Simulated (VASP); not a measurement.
Ru:

```
CELL_PARAMETERS angstrom
2.71900 0.00000 0.00000
-1.35950 2.35472 0.00000
0.00000 0.00000 4.29677
ATOMIC_POSITIONS crystal
Ru 0.33333 0.66667 0.25000
Ru 0.66667 0.33333 0.75000
```

Base run:

| Quantity | Value |
| --- | --- |
| Program | VASP 6.6.1 |
| Functional | PBE0 |
| Potentials or basis | VASP PAW PBE potentials, release 64 (Ru_pv) |
| Cutoff | 450 eV |
| k mesh | 10 × 10 × 6 |
| Occupations | methfessel-paxton, width 0.1 eV |
| Spin | no spin polarisation |

Its results: band gap on the k mesh none (metal or under the smearing width); pressure -13.4 GPa.

Q: The run is repeated on the same cell with these changes: functional from PBE0 to r2SCAN; k mesh from 10 × 10 × 6 to 18 × 18 × 10. What comes out?

A: Band gap on the k mesh none (metal or under the smearing width); pressure -5.1 GPa.

Several settings changed at once, so the effect can't be laid on one alone.

Caveats: the PAW data sets were made with another functional, which shifts forces and pressure a little.
